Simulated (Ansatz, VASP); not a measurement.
# One calculation of BiPt2Pb, two programs

```
Bi Pt Pb
1.0
     4.36261    0.00000    0.00000
    -2.18131    3.77813    0.00000
     0.00000    0.00000    5.52422
Bi Pt Pb
1 2 1
Direct
  0.33333 0.66667 0.00000
  0.00000 0.00000 0.25019
  0.00000 0.00000 0.74981
  0.66667 0.33333 0.50000
```

The cell comes from a database or a generator and needn't be the stable form of this composition.

Alike in both runs: task single point; functional LDA; k mesh 6 × 6 × 4; occupations gaussian, width 0.1 eV; no spin polarisation.

|  | VASP | Ansatz |
| --- | --- | --- |
| version | VASP 6.6.1 | Ansatz 0.2.0 |
| potentials or method | VASP PAW LDA potentials, release 64 (Bi_d, Pt, Pb_d) | scalar-relativistic, plane waves, PAW |
| plane-wave cutoff (eV) | 520 | 420 |
| valence electrons in the cell | 49 | 65 |

|  | VASP | Ansatz | Ansatz less VASP |
| --- | --- | --- | --- |
| gap on the k mesh at the Fermi level (eV) | none | none | - |
| pressure (GPa) | -4.8 | -5.0 | -0.24 |
| largest component of the traceless stress (GPa) | 0.01 | 0.09 | +0.079 |
| rms of the force components (eV/Å) | 0.026 | 0.025 | -0.0011 |

Atom by atom the forces differ by 0.001 eV/Å (rms over components). A gap of «none» marks a metal or a gap that the smearing closes. The two sets of potentials don't hold the same shells in valence.

Caveats: spin-orbit coupling is left out, which moves the levels of the heavy elements.
